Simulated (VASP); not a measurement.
# Be3Se2O (Imm2) in VASP: density of states with PBE

Aim: the density of states of Be3Se2O with PBE.

All numbers are computed with VASP 6.6.1; they aren't measurements. Logs are shortened: lines on timing, memory, paths and dates and some standing lists are left out, and cuts for length are marked.

## (1) Starting point

It takes space group Imm2 (No. 44, orthorhombic). The conventional cell has a = 3.408 Å, b = 10.182 Å, c = 4.640 Å, α = 90.00°, β = 90.00°, γ = 90.00°. Be (site symmetry m) is surrounded by 1 O at 1.64 Å. Be (site symmetry mm2) has 2 O at 1.91 Å as nearest neighbours. Around Se (site symmetry m) lie 4 Be at 2.21 to 2.29 Å. O (site symmetry mm2) has 2 Be at 1.64 Å as nearest neighbours.

The cell was built by a generator and needn't be a form met in nature.

## (2) Density of states, PBE

Input file POSCAR:

```
Be3Se2O                                 
1.0
   -1.7041329167      5.0910155180      2.3199340768
    1.7041329167     -5.0910155180      2.3199340768
    1.7041329167      5.0910155180     -2.3199340768
  Be              Se              O             
     3     2     1
Direct
     0.3400149544912087    0.2063665552687384    0.1336483992224774
     0.0727181560462539    0.2063665552687384    0.8663516007775226
     0.8236547403535064    0.3236547403535063    0.5000000000000000
     0.3396931489130863    0.0018481642583902    0.3378449846546961
     0.6640031696036933    0.0018481642583902    0.6621550153453039
     0.0094859005922415    0.0094859005922415    0.0000000000000000
```

Input file INCAR.step1:

```
SYSTEM = Be3Se2O
PREC = Accurate ; ENCUT = 520
EDIFF = 1E-7 ; ISMEAR = 0
SIGMA = 0.03 ; LREAL = .False.
LASPH = .True. ; NELM = 60
ALGO = Normal ; ISIF = 2
LWAVE = .False. ; LCHARG = .True.
GGA = PE ; NBANDS = 21
KPAR = 4
```

Input file KPOINTS.step1:

```
regular mesh
0
Gamma
  10 10 10
  0 0 0
```

Input file INCAR.step2:

```
SYSTEM = Be3Se2O
PREC = Accurate ; ENCUT = 520
EDIFF = 1E-7 ; ISMEAR = -5
SIGMA = 0.03 ; LREAL = .False.
LASPH = .True. ; NELM = 60
ALGO = Normal ; ISIF = 2
LWAVE = .False. ; LCHARG = .False.
GGA = PE ; LORBIT = 11
NBANDS = 21 ; KPAR = 4
NEDOS = 2001 ; ICHARG = 11
```

Input file KPOINTS.step2:

```
regular mesh
0
Gamma
  15 15 15
  0 0 0
```

Potentials or basis: VASP PAW PBE potentials, release 64 (Be, Se, O).

Command:

```console
> cat potpaw_PBE.64/Be/POTCAR potpaw_PBE.64/Se/POTCAR potpaw_PBE.64/O/POTCAR > POTCAR
> cp INCAR.step1 INCAR
> cp KPOINTS.step1 KPOINTS
> mpirun -np 4 vasp_std > vasp.out
> cp INCAR.step2 INCAR
> cp KPOINTS.step2 KPOINTS
> mpirun -np 4 vasp_std > vasp.out
```

OUTCAR:

```text
SYSTEM = Be3Se2O
   PREC = Accurate
   ENCUT = 520
   EDIFF = 1E-7
   ISMEAR = -5
   LREAL = .False.
   LASPH = .True.
   NELM = 60
   ISIF = 2
   GGA = PE
   LORBIT = 11
   ICHARG = 11

 ion  position               nearest neighbor table
   1  0.340  0.206  0.134-   6 1.64   5 2.21   5 2.21   4 2.29
   2  0.073  0.206  0.866-   6 1.64   4 2.21   4 2.21   5 2.29
   3  0.824  0.324  0.500-   6 1.91   6 1.91   5 2.23   4 2.23
   4  0.340  0.002  0.338-   2 2.21   2 2.21   3 2.23   1 2.29
   5  0.664  0.002  0.662-   1 2.21   1 2.21   3 2.23   2 2.29
   6  0.009  0.009  0.000-   1 1.64   2 1.64   3 1.91   3 1.91

  LATTYP: Found a body centered orthorhombic cell.
 ALAT       =     3.4082658334
 B/A-ratio  =     1.3613574705
 C/A-ratio  =     2.9874521336

  Lattice vectors:

 A1 = (   1.7041329167,  -5.0910155180,  -2.3199340768)
 A2 = (  -1.7041329167,  -5.0910155180,   2.3199340768)
 A3 = (  -1.7041329167,   5.0910155180,  -2.3199340768)

Analysis of symmetry for initial positions (statically):
=====================================================================
 Subroutine PRICEL returns:
 Original cell was already a primitive cell.

 Routine SETGRP: Setting up the symmetry group for a
 body centered orthorhombic supercell.

 Subroutine GETGRP returns: Found  4 space group operations
 (whereof  4 operations were pure point group operations)
 out of a pool of  8 trial point group operations.

The static configuration has the point symmetry C_2v.

Analysis of symmetry for dynamics (positions and initial velocities):
=====================================================================
 Subroutine PRICEL returns:
 Original cell was already a primitive cell.

 Routine SETGRP: Setting up the symmetry group for a
 body centered orthorhombic supercell.

 Subroutine GETGRP returns: Found  4 space group operations
 (whereof  4 operations were pure point group operations)
 out of a pool of  8 trial point group operations.

The dynamic configuration has the point symmetry C_2v.

 Subroutine INISYM returns: Found  4 space group operations
 (whereof  4 operations are pure point group operations),
 and found     1 'primitive' translations

----------------------------------------------------------------------------------------

                                     Primitive cell

  volume of cell :      80.5088

  direct lattice vectors                    reciprocal lattice vectors
    -1.704132917  5.091015518  2.319934077     0.000000000  0.098212233  0.215523366
     1.704132917 -5.091015518  2.319934077     0.293404344  0.000000000  0.215523366
     1.704132917  5.091015518 -2.319934077     0.293404344  0.098212233  0.000000000

  length of vectors
     5.848470067  5.848470067  5.848470067     0.236845865  0.364055531  0.309405481

  position of ions in fractional coordinates (direct lattice)
     0.340014954  0.206366555  0.133648399
     0.072718156  0.206366555  0.866351601
     0.823654740  0.323654740  0.500000000
     0.339693149  0.001848164  0.337844985
     0.664003170  0.001848164  0.662155015
     0.009485901  0.009485901  0.000000000

  ion indices of the primitive-cell ions
   primitive index   ion index
                 1           1
                 2           2
                 3           3
                 4           4
                 5           5
                 6           6

----------------------------------------------------------------------------------------

 KPOINTS: regular mesh

Automatic generation of k-mesh.
 Grid dimensions read from file:
 generate k-points for:   15   15   15

 Generating k-lattice:

  Cartesian coordinates                     Fractional coordinates (reciprocal lattice)
     0.000000000  0.006547482  0.014368224     0.066666667  0.000000000  0.000000000
     0.019560290  0.000000000  0.014368224     0.000000000  0.066666667  0.000000000
     0.019560290  0.006547482  0.000000000     0.000000000  0.000000000  0.066666667

  Length of vectors
     0.015789724  0.024270369  0.020627032

  Shift w.r.t. Gamma in fractional coordinates (k-lattice)
     0.000000000  0.000000000  0.000000000

 TETIRR: Found   8492 inequivalent tetrahedra from    20250

 Subroutine IBZKPT returns following result:
 ===========================================

 Found    512 irreducible k-points:

 Following reciprocal coordinates:
            Coordinates               Weight
  0.000000  0.000000  0.000000      1.000000
  0.066667  0.000000 -0.000000      4.000000
  0.133333  0.000000  0.000000      4.000000
  0.200000 -0.000000  0.000000      4.000000
  0.266667  0.000000  0.000000      4.000000
  0.333333  0.000000  0.000000      4.000000
[... 16 lines left out ...]
 -0.066667  0.066667  0.000000      4.000000
 -0.000000  0.133333  0.000000      4.000000
 [... further k-points ...]
   k-points           NKPTS =    512   k-points in BZ     NKDIM =    512   number of bands    NBANDS=     21
   number of dos      NEDOS =   2001   number of ions     NIONS =      6
   total plane-waves  NPLWV = 110592
   dimension x,y,z NGX =    48 NGY =   48 NGZ =   48
   dimension x,y,z NGXF=    96 NGYF=   96 NGZF=   96
   ions per type =               3   2   1
   NGX,Y,Z   is equivalent  to a cutoff of  13.64, 13.64, 13.64 a.u.
   NGXF,Y,Z  is equivalent  to a cutoff of  27.29, 27.29, 27.29 a.u.
 SYSTEM =  Be3Se2O
   PREC   = accura    normal or accurate (medium, high low for compatibility)
   ISTART =      0    job   : 0-new  1-cont  2-samecut
   ICHARG =     11    charge: 1-file 2-atom 10-const
   ISPIN  =      1    spin polarized calculation?
   LNONCOLLINEAR =      F non collinear calculations
   LSORBIT =      F    spin-orbit coupling
   LASPH  =      T    aspherical Exc in radial PAW
   ENCUT  =  520.0 eV  38.22 Ry    6.18 a.u.  10.87 10.87 10.87*2*pi/ulx,y,z
   NELM   =     60;   NELMIN=  2; NELMDL=  0     # of ELM steps
   EDIFF  = 0.1E-06   stopping-criterion for ELM
   LREAL  =      F    real-space projection
   EDIFFG = 0.1E-05   stopping-criterion for IOM
   NSW    =      0    number of steps for IOM
   IBRION =     -1    ionic relax: 0-MD 1-quasi-New 2-CG
   NFREE  =      0    steps in history (QN), initial steepest desc. (CG)
   ISIF   =      2    stress and relaxation
   ISYM   =      2    0-nonsym 1-usesym 2-fastsym
   POTIM  = 0.5000    time-step for ionic-motion
   TEBEG  =    0.0;   TEEND  =   0.0 temperature during run
   PSTRESS=    0.0 pullay stress
   NELECT =      24.0000    total number of electrons
   NUPDOWN=      -1.0000    fix difference up-down
   EMIN   =  10.00;   EMAX   =-10.00  energy-range for DOS
   EFERMI =   0.00;   METHOD = LEGACY
   ISMEAR =    -5;   SIGMA  =   0.03  broadening in eV -4-tet -1-fermi 0-gaus
   EFERMI_NEDOS =   21; number of points for ismear=-14 and -15
   IALGO  =     38    algorithm
   IMIX   =      4    mixing-type and parameters
     AMIX     =   0.40;   BMIX     =  1.00
     AMIX_MAG =   1.60;   BMIX_MAG =  1.00
  volume/ion in A,a.u.               =      13.42        90.55
  Fermi-wavevector in a.u.,A,eV,Ry     =   1.093614  2.066631 16.272454  1.195992
  Thomas-Fermi vector in A             =   2.229903
   LORBIT       =     11    0 simple, 1 ext, 2 COOP (PROOUT), +10 PAW based schemes
   GGA     = PE    functional components
   LHFCALC =     F    Hartree Fock is set to
   AEXX    =    0.0000 exact exchange contribution
   IVDW    =     0    specifies the selected vdW correction
   LEPSILON=     F    determine dielectric tensor
   LRPA    =     F    only Hartree local field effects (RPA)
 non-spin polarized calculation
 Fermi weights with tetrahedron method with Bloechl corrections
  energy-cutoff  :      520.00
  volume of cell :       80.51
 maximum number of plane-waves:      2195
 NGX is ok and might be reduce to    48

 number of electron      24.0000000 magnetization

 Free energy of the ion-electron system (eV)
  ---------------------------------------------------
  ext. energy  EPLUGINS =         0.00000000
  ---------------------------------------------------
  free energy    TOTEN  =       -30.45994673 eV

  energy without entropy =      -30.45994673  energy(sigma->0) =      -30.45994673

 E-fermi :   4.7136     XC(G=0):  -9.9076

 val. band max:        4.6987049467   @ k =   0.4667  -0.4667   0.4667
 cond. band min:       6.2054219423   @ k =  -0.4667  -0.4667   0.4667
 fundamental gap:      1.5067169956
 Fermi energy:         4.7136283516

 k-point     1 :       0.0000    0.0000    0.0000
  band No.  band energies     occupation
      1     -15.0763      2.00000
      2      -9.5616      2.00000
      3      -7.6545      2.00000
      4      -1.8563      2.00000
      5      -1.1761      2.00000
      6      -0.7909      2.00000
[... 13 lines left out ...]
     20      13.5823      0.00000
     21      13.7014      0.00000

 k-point     2 :       0.0667    0.0000   -0.0000
  band No.  band energies     occupation
      1     -15.0750      2.00000
      2      -9.5494      2.00000
      3      -7.6774      2.00000
      4      -1.9028      2.00000
      5      -1.3348      2.00000
      6      -0.6397      2.00000
[... 13 lines left out ...]
     20      13.3072      0.00000
     21      13.4083      0.00000
[... 487 lines left out ...]
      5      -1.1685      2.00000
      6      -0.8577      2.00000
[... 13 lines left out ...]
     20      12.9065      0.00000
     21      13.5062      0.00000

 k-point    24 :      -0.0000    0.1333    0.0000
  band No.  band energies     occupation
      1     -15.0480      2.00000
      2      -9.3968      2.00000
      3      -7.6552      2.00000
      4      -1.9320      2.00000
      5      -1.4563      2.00000
      6      -0.9770      2.00000
[... 13 lines left out ...]
     20      11.9020      0.00000
     21      13.2189      0.00000

 [... further k-points ...]

------------------------ aborting loop because EDIFF is reached ----------------------------------------

  FORCE on cell =-STRESS in cart. coord.  units (eV):
  Direction    XX          YY          ZZ          XY          YZ          ZX
  --------------------------------------------------------------------------------------
  -------------------------------------------------------------------------------------
  Total        0.0045085     -0.0017180      0.0045995      0.0000000      0.0000000      0.0000000
  in kB        0.0897229     -0.0341891      0.0915339      0.0000000      0.0000000      0.0000000
  external PRESSURE =       0.0490226 kB  Pullay stress =       0.0000000 kB

 VOLUME and BASIS-vectors are now :
 -----------------------------------------------------------------------------
  energy-cutoff  :      520.00
  volume of cell :       80.51
      direct lattice vectors                 reciprocal lattice vectors
    -1.704132917  5.091015518  2.319934077     0.000000000  0.098212233  0.215523366
     1.704132917 -5.091015518  2.319934077     0.293404344  0.000000000  0.215523366
     1.704132917  5.091015518 -2.319934077     0.293404344  0.098212233  0.000000000

 POSITION                                       TOTAL-FORCE (eV/Angst)
 -----------------------------------------------------------------------------------
      0.00000      1.36081      0.95751         0.000000     -0.002826     -0.000066
      1.70413      3.73020     -1.36242         0.000000      0.002826     -0.000066
      0.00000      5.09102      1.50172         0.000000      0.000000     -0.000261
      0.00000      3.43995      0.00858        -0.000000     -0.003061     -0.001399
      0.00000      6.74208      0.00858        -0.000000      0.003061     -0.001399
      0.00000      0.00000      0.04401         0.000000      0.000000      0.003192
 -----------------------------------------------------------------------------------
    total drift:                               -0.000016      0.000004      0.000055

  FREE ENERGIE OF THE ION-ELECTRON SYSTEM (eV)
  ---------------------------------------------------
  free  energy   TOTEN  =       -30.4599467278 eV

  energy  without entropy=      -30.4599467278  energy(sigma->0) =      -30.45994673

 total charge

# of ion       s       p       d       tot
------------------------------------------
    1        0.394   0.668   0.000   1.061
    2        0.394   0.668   0.000   1.061
    3        0.336   0.509   0.000   0.846
    4        1.430   2.539   0.037   4.006
    5        1.430   2.539   0.037   4.006
    6        1.542   3.527   0.000   5.069
--------------------------------------------------
tot          5.527  10.449   0.074  16.049
```

It took 3 min on 4 MPI ranks of Intel Xeon 6975P-C (Granite Rapids), shared host; peak memory 0.92 GiB.

Results:

- Valence electrons inside the program's atomic spheres: Be 1.06, 0.85; Se 4.01; O 5.07

States per cell in windows of 0.5 eV (zero at the valence-band top; states under -8 eV left out):
```
from (eV)  total  O6_p  Se4_p  Se5_p  Be3_p  Be1_p  Be2_p
     -8.0   0.00  0.00   0.00   0.00   0.00   0.00   0.00
     -7.5   0.31  0.09   0.02   0.02   0.01   0.01   0.01
     -7.0   1.47  0.52   0.06   0.06   0.03   0.04   0.04
     -6.5   2.46  0.95   0.11   0.11   0.05   0.07   0.07
     -6.0   1.43  0.60   0.05   0.05   0.04   0.04   0.04
     -5.5   0.97  0.29   0.09   0.09   0.04   0.03   0.03
     -5.0   1.88  0.33   0.26   0.26   0.04   0.06   0.06
     -4.5   1.00  0.17   0.15   0.15   0.02   0.04   0.04
     -4.0   1.32  0.17   0.22   0.22   0.04   0.04   0.04
     -3.5   0.91  0.07   0.17   0.17   0.03   0.03   0.03
     -3.0   1.52  0.08   0.31   0.31   0.04   0.06   0.06
     -2.5   1.34  0.10   0.28   0.28   0.03   0.05   0.05
     -2.0   1.95  0.09   0.44   0.44   0.06   0.08   0.08
     -1.5   1.02  0.04   0.25   0.25   0.03   0.04   0.04
     -1.0   0.32  0.01   0.08   0.08   0.00   0.02   0.02
     -0.5   0.14  0.00   0.04   0.04   0.00   0.01   0.01
      0.0   0.00  0.00   0.00   0.00   0.00   0.00   0.00
      0.5   0.00  0.00   0.00   0.00   0.00   0.00   0.00
      1.0   0.00  0.00   0.00   0.00   0.00   0.00   0.00
      1.5   0.06  0.00   0.00   0.00   0.01   0.00   0.00
      2.0   0.26  0.00   0.01   0.01   0.03   0.01   0.01
      2.5   0.54  0.02   0.01   0.01   0.05   0.02   0.02
      3.0   0.71  0.02   0.02   0.02   0.06   0.03   0.03
      3.5   1.11  0.05   0.02   0.02   0.08   0.06   0.06
      4.0   1.07  0.05   0.03   0.03   0.07   0.06   0.06
      4.5   1.42  0.07   0.04   0.04   0.09   0.07   0.07
      5.0   1.42  0.06   0.04   0.04   0.08   0.08   0.08
      5.5   1.69  0.07   0.05   0.05   0.09   0.11   0.11
      6.0   1.96  0.08   0.07   0.07   0.14   0.15   0.15
      6.5   1.89  0.08   0.08   0.08   0.16   0.14   0.14
      7.0   1.67  0.06   0.08   0.08   0.15   0.13   0.13
      7.5   1.40  0.05   0.07   0.07   0.12   0.11   0.11
```
